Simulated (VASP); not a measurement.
Method: PBEsol GGA, VASP's PBE PAW potentials (set 64) (plane waves; VASP).

The input files of a VASP run:

**KPOINTS**
```
Automatic mesh
0
Gamma
4 4 4
0 0 0
```

POSCAR:
```
YCr3
1
    0.0000000000     3.5989850000     3.5989850000
    3.5989850000     0.0000000000     3.5989850000
    3.5989850000     3.5989850000     0.0000000000
Y Cr
1 3
Direct
  0.0000000000   0.0000000000   0.0000000000
  0.5000000000   0.5000000000   0.5000000000
  0.2500000000   0.2500000000   0.2500000000
  0.7500000000   0.7500000000   0.7500000000
```

INCAR:
```
! general
SYSTEM =YCr3
PREC   =Accurate
ENCUT  =300
LREAL  =F
LASPH  =T

! electronic loop
EDIFF  =1E-6
NELM   =100
ALGO   =Normal
LMAXMIX=4

! smearing
ISMEAR =0
SIGMA  =0.05

! functional
GGA    =PS

! spin
ISPIN  =2
MAGMOM =0.0 3.0 3.0 3.0

! ions
ISIF   =2

! output
LWAVE  =F
LCHARG =F
LORBIT =11
```

POTCAR, in this order: Y_sv Cr_pv (PBE.64 set). Program: vasp_std.

The run wrote:

File OUTCAR:
```
 ion  position               nearest neighbor table
   1  0.000  0.000  0.000-   3 3.12   4 3.12   4 3.12   4 3.12   4 3.12   3 3.12   3 3.12   3 3.12
                             2 3.60   2 3.60   2 3.60   2 3.60   2 3.60   2 3.60
   2  0.500  0.500  0.500-   3 3.12   4 3.12   3 3.12   3 3.12   3 3.12   4 3.12   4 3.12   4 3.12
                             1 3.60   1 3.60   1 3.60   1 3.60   1 3.60   1 3.60
   3  0.250  0.250  0.250-   1 3.12   2 3.12   1 3.12   1 3.12   1 3.12   2 3.12   2 3.12   2 3.12
  LATTYP: Found a face centered cubic cell.
 ALAT       =     7.1979700000
 Subroutine PRICEL returns:
 Original cell was already a primitive cell.
 Subroutine GETGRP returns: Found 48 space group operations
The static configuration has the point symmetry O_h .
The dynamic configuration has the point symmetry O_h .
The overall configuration has the point symmetry O_h .
 Subroutine INISYM returns: Found 48 space group operations
 Subroutine IBZKPT returns following result:
 Found      8 irreducible k-points:

 Following reciprocal coordinates:
            Coordinates               Weight
  0.000000  0.000000  0.000000      1.000000
  0.250000  0.000000  0.000000      8.000000
  0.500000  0.000000  0.000000      4.000000
  0.250000  0.250000  0.000000      6.000000
  0.500000  0.250000  0.000000     24.000000
...
```

**OSZICAR**
```
       N       E                     dE             d eps       ncg     rms          rms(c)
DAV:   1     0.347713213895E+03    0.34771E+03   -0.20908E+04  1216   0.105E+03
DAV:   2    -0.145445035607E+02   -0.36226E+03   -0.35295E+03  1102   0.367E+02
DAV:   3    -0.344583302669E+02   -0.19914E+02   -0.19034E+02  1577   0.803E+01
DAV:   4    -0.355984802561E+02   -0.11401E+01   -0.11304E+01  1519   0.135E+01
DAV:   5    -0.356329040512E+02   -0.34424E-01   -0.34357E-01  1436   0.202E+00    0.464E+01
DAV:   6    -0.449658028869E+02   -0.93329E+01   -0.15340E+02  1305   0.613E+01    0.509E+01
DAV:   7    -0.500446168679E+02   -0.50788E+01   -0.19750E+02  1489   0.548E+01    0.443E+01
DAV:   8    -0.318050982394E+02    0.18240E+02   -0.36273E+01  1397   0.337E+01    0.211E+01
DAV:   9    -0.323453189020E+02   -0.54022E+00   -0.93429E+00  1311   0.124E+01    0.123E+01
DAV:  10    -0.330190193514E+02   -0.67370E+00   -0.83764E-01  1509   0.379E+00    0.810E+00
DAV:  11    -0.334982725168E+02   -0.47925E+00   -0.18474E+00  1381   0.552E+00    0.363E+00
DAV:  12    -0.335760480584E+02   -0.77776E-01   -0.30970E-01  1324   0.328E+00    0.168E+00
DAV:  13    -0.335631731833E+02    0.12875E-01   -0.88413E-02  1412   0.136E+00    0.162E+00
DAV:  14    -0.335705934965E+02   -0.74203E-02   -0.13546E-02  1392   0.556E-01    0.911E-01
DAV:  15    -0.335705467489E+02    0.46748E-04   -0.15820E-02  1380   0.645E-01    0.384E-01
DAV:  16    -0.335706436794E+02   -0.96930E-04   -0.17272E-03  1291   0.236E-01    0.246E-01
DAV:  17    -0.335709330099E+02   -0.28933E-03   -0.37591E-04  1404   0.800E-02    0.120E-01
DAV:  18    -0.335709342830E+02   -0.12731E-05   -0.20377E-04  1351   0.624E-02    0.507E-02
DAV:  19    -0.335709486547E+02   -0.14372E-04   -0.75823E-05  1232   0.350E-02    0.225E-02
DAV:  20    -0.335709504522E+02   -0.17975E-05   -0.62087E-06  1285   0.150E-02    0.162E-02
DAV:  21    -0.335709525211E+02   -0.20689E-05   -0.31252E-06  1001   0.872E-03    0.809E-03
DAV:  22    -0.335709527920E+02   -0.27089E-06   -0.30840E-07   731   0.280E-03
   1 F= -.33570953E+02 E0= -.33567172E+02  d E =-.756182E-02  mag=     4.0011
```

OUTCAR:
```
------------------------ aborting loop because EDIFF is reached ----------------------------------------
  FORCE on cell =-STRESS in cart. coord.  units (eV):
  Direction    XX          YY          ZZ          XY          YZ          ZX
  --------------------------------------------------------------------------------------
  Total       -7.8445163     -7.8445163     -7.8445163     -0.0000000     -0.0000000     -0.0000000
  in kB     -134.8052001   -134.8052001   -134.8052001     -0.0000000     -0.0000000     -0.0000000
  external PRESSURE =    -134.8052001 kB  Pullay stress =       0.0000000 kB
  volume of cell :       93.23
      direct lattice vectors                 reciprocal lattice vectors
     0.000000000  3.598985000  3.598985000    -0.138928059  0.138928059  0.138928059
     3.598985000  0.000000000  3.598985000     0.138928059 -0.138928059  0.138928059
     3.598985000  3.598985000  0.000000000     0.138928059  0.138928059 -0.138928059
 POSITION                                       TOTAL-FORCE (eV/Angst)
 -----------------------------------------------------------------------------------
      0.00000      0.00000      0.00000         0.000000     -0.000000     -0.000000
      3.59898      3.59898      3.59898         0.000000     -0.000000     -0.000000
      1.79949      1.79949      1.79949        -0.000000     -0.000000     -0.000000
      5.39848      5.39848      5.39848         0.000000      0.000000      0.000000
 -----------------------------------------------------------------------------------
    total drift:                                0.000000     -0.000000      0.000000
  FREE ENERGIE OF THE ION-ELECTRON SYSTEM (eV)
  ---------------------------------------------------
  free  energy   TOTEN  =       -33.5709527920 eV

  energy  without entropy=      -33.5633909763  energy(sigma->0) =      -33.56717188

 total charge

# of ion       s       p       d       f       tot
--------------------------------------------------
    1        2.233   6.275   0.908   0.022   9.437
    2        0.276   6.155   3.941   0.000  10.372
    3        0.303   6.131   4.015   0.000  10.448
    4        0.303   6.131   4.015   0.000  10.448
--------------------------------------------------
tot          3.114  24.691  12.879   0.022  40.706

 magnetization (x)

# of ion       s       p       d       f       tot
--------------------------------------------------
    1        0.013   0.075   0.113   0.010   0.211
    2       -0.073  -0.064  -3.508   0.000  -3.645
    3        0.050   0.027   3.499   0.000   3.576
    4        0.050   0.027   3.499   0.000   3.576
--------------------------------------------------
tot          0.040   0.064   3.604   0.010   3.718
```
(Selected blocks of OUTCAR.)

At this cut-off the stress carries a Pulay error, which pulls relaxed volumes low. The moments were started parallel, and other spin orders were not tried in this run.

The structure was generated: YCr3 was put into an ordered model structure, which need not be its known phase. The cell was not relaxed at this level. The k-mesh is coarse (spacing up to 0.38 per Å, 2π included), so the numbers may not be converged in it. The run is one of a series of settings (GGA = PS against the base run), some of them coarse on purpose.
